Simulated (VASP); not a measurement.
Output of a VASP run:

OSZICAR:
```
       N       E                     dE             d eps       ncg     rms          rms(c)
DAV:   1     0.892971977074E+02    0.89297E+02   -0.10349E+04  1128   0.157E+03
DAV:   2    -0.114977420008E+02   -0.10079E+03   -0.92197E+02  1444   0.292E+02
DAV:   3    -0.149543156888E+02   -0.34566E+01   -0.34335E+01  1492   0.530E+01
DAV:   4    -0.150360758764E+02   -0.81760E-01   -0.81747E-01  1432   0.779E+00
DAV:   5    -0.150383139281E+02   -0.22381E-02   -0.22380E-02  1500   0.910E-01    0.338E+01
DAV:   6    -0.127232337684E+02    0.23151E+01   -0.98906E+00  1256   0.289E+01    0.357E+01
DAV:   7    -0.126270506026E+02    0.96183E-01   -0.41745E-01  1336   0.678E+00    0.209E+01
DAV:   8    -0.125844092314E+02    0.42641E-01   -0.11850E-01  1372   0.362E+00    0.161E+00
DAV:   9    -0.125833507702E+02    0.10585E-02   -0.91744E-03  1580   0.867E-01    0.233E-01
DAV:  10    -0.125833959591E+02   -0.45189E-04   -0.76963E-04  1292   0.306E-01    0.206E-01
DAV:  11    -0.125833628998E+02    0.33059E-04   -0.21523E-04  1296   0.143E-01    0.562E-02
DAV:  12    -0.125833609593E+02    0.19405E-05   -0.19858E-05  1296   0.486E-02    0.268E-02
DAV:  13    -0.125833611583E+02   -0.19903E-06   -0.18828E-06   956   0.135E-02
   1 F= -.54000859E+01 E0= -.54000859E+01  d E =-.540009E+01
```

File OUTCAR:
```
------------------------ aborting loop because EDIFF is reached ----------------------------------------
  FORCE on cell =-STRESS in cart. coord.  units (eV):
  Direction    XX          YY          ZZ          XY          YZ          ZX
  --------------------------------------------------------------------------------------
  Total        7.1738512      7.1738512      7.1738512      0.0000000      0.0000000     -0.0000000
  in kB      449.4096248    449.4096248    449.4096248      0.0000000      0.0000000     -0.0000000
  external PRESSURE =      -0.5903752 kB  Pullay stress =     450.0000000 kB
  volume of cell :       25.58
      direct lattice vectors                 reciprocal lattice vectors
     0.000000000  2.338461338  2.338461338    -0.213815808  0.213815808  0.213815808
     2.338461338  0.000000000  2.338461338     0.213815808 -0.213815808  0.213815808
     2.338461338  2.338461338  0.000000000     0.213815808  0.213815808 -0.213815808
  FREE ENERGIE OF THE ION-ELECTRON SYSTEM (eV)
  ---------------------------------------------------
  free  energy   TOTEN  =       -12.5833611583 eV

  energy  without entropy=      -12.5833611583  energy(sigma->0) =      -12.58336116
  enthalpy is  TOTEN    =        -5.4000858877 eV   P V=        7.1832752706

 reached required accuracy - stopping structural energy minimisation
```
(Selected blocks of OUTCAR.)

**POSCAR**
```
SrO
1
   -0.0000000000     2.3384613382     2.3384613382
    2.3384613382     0.0000000000     2.3384613382
    2.3384613382     2.3384613382     0.0000000000
Sr O
1 1
Direct
  1.0000000000   0.0000000000   0.0000000000
  0.5000000000   0.5000000000   0.5000000000
```

Q: Write an INCAR and KPOINTS that could have produced this output.

A: Several could match; the one computed here: the input of the run itself, LDA (Ceperley-Alder, Perdew-Zunger), plane waves, VASP's LDA PAW potentials (set 64).

INCAR:
```
SYSTEM = SrO
PREC = Accurate
ENCUT = 620
EDIFF = 1E-6
NELM = 100
ALGO = Normal
LREAL = .FALSE.
LASPH = .TRUE.
ISMEAR = 0
SIGMA = 0.05
LMAXMIX = 4
LWAVE = .FALSE.
LCHARG = .FALSE.
IBRION = 2
ISIF = 3
NSW = 40
EDIFFG = -0.02
PSTRESS = 450
```

KPOINTS:
```
Automatic mesh
0
Gamma
10 10 10
0 0 0
```

POTCAR, in this order: Sr_sv O (LDA.64 set). Program: vasp_std.

The compound is SrO in the rock salt structure. It was relaxed first under an external pressure of 45 GPa.
